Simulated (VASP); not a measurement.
SnTe:

```
CELL_PARAMETERS angstrom
0.00000 3.15085 3.15085
3.15085 0.00000 3.15085
3.15085 3.15085 0.00000
ATOMIC_POSITIONS crystal
Sn 0.00000 0.00000 0.00000
Te 0.50000 0.50000 0.50000
```

* Program: VASP 6.6.1
* Task: relaxation of cell and atoms
* Functional: PBE
* Potentials or basis: VASP PAW PBE potentials, release 64 (Sn_d, Te)
* Cutoff: 520 eV
* k mesh: 8 × 8 × 8
* Occupations: gaussian, width 0.02 eV
* Spin: non-collinear spin, zero start, spin-orbit coupling
* Starting moments: [[0.0, 0.0, 0.0], [0.0, 0.0, 0.0]] μB

At the start: pressure 2.3 GPa; volume 31.28 Å³/atom.

Q: Where does the relaxation end?

A: Over 3 steps the energy falls by 11.1 meV/atom and the volume is 32.90 Å³/atom (+5.2 %); space group Fm-3m (No. 225, to 0.05 Å); moment 0.00 μB per cell.

Step by step:
```
step  energy change (eV)  largest force (eV/Å)  pressure (GPa)  volume (Å³)
   1              0.0000                0.0000            2.30        62.56
   2             -0.0206                0.0000           -0.55        66.72
   3             -0.0222                0.0000            0.01        65.79
```

Final structure:
```xyz
2
Lattice="0.0000 3.2041 3.2041 3.2041 0.0000 3.2041 3.2041 3.2041 0.0000" Properties=species:S:1:pos:R:3 pbc="T T T"
Sn    0.0000    0.0000    0.0000
Te    3.2041    3.2041    3.2041
```
